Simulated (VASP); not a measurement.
Here is the system:

```
Nb
1.0
   -1.61151     1.61151     1.61151
    1.61151    -1.61151     1.61151
    1.61151     1.61151    -1.61151
Nb
1
Cartesian
  0.00000   0.00000   0.00000
```

These are PBE GGA with D4 dispersion, VASP's PBE PAW potentials (set 64) (plane waves; VASP) values and carry that method's errors. Settings: 520 eV cut-off, 16×16×16 Γ-centred mesh, first-order Methfessel-Paxton smearing of 0.10 eV, potentials Nb_sv.

Q: The job: Nb (bcc), 1 atom, PBE-D4, static run, 520 eV, 16×16×16 Γ-centred mesh. Roughly how much core time does it take on a busy server core?

A: About 20 core-seconds (one run on a shared machine, a rough figure). It had 145 irreducible k-points, 10 bands, up to 466 plane waves and 14 electronic steps.

The compound is Nb in the bcc structure. This cell is one point of a volume scan, at 0.94 of the reference volume.
